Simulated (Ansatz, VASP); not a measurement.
# One calculation of Li3WS4, two programs

```
Li W S
1.0
    -3.07466    3.07466    3.07466
     3.07466   -3.07466    3.07466
     3.07466    3.07466   -3.07466
Li W S
3 1 4
Direct
  0.00000 0.50000 0.50000
  0.50000 0.00000 0.50000
  0.50000 0.50000 0.00000
  0.00000 0.00000 0.00000
  0.50000 0.50000 0.50000
  0.00000 0.00000 0.50000
  0.00000 0.50000 0.00000
  0.50000 0.00000 0.00000
```

Alike in both runs: task relaxation of cell and atoms; functional PBE; k mesh 10 × 10 × 10; occupations gaussian, width 0.1 eV; no spin polarisation.

|  | VASP | Ansatz |
| --- | --- | --- |
| version | VASP 6.6.1 | Ansatz 0.2.0 |
| potentials or method | VASP PAW PBE potentials, release 64 (Li_sv, W_sv, S) | scalar-relativistic, plane waves, PAW |
| plane-wave cutoff (eV) | 600 | 420 |
| valence electrons in the cell | 47 | 47 |

```tsv
	VASP	Ansatz	Ansatz less VASP
gap on the k mesh at the Fermi level, each at its own relaxed structure (eV)	none	none	-
relaxed volume (Å³/atom)	14.39	14.41	+0.023
relaxed cell length with the largest relative difference (Å)	5.308	5.311	+0.0028
```

A gap of «none» marks a metal or a gap that the smearing closes.

Caveats: the cutoff is under 1.25 times the usual one of these potentials, so pressure, stress and relaxed cells hold a basis-set (Pulay) error (VASP). Spin-orbit coupling is left out, which matters for the levels of W.
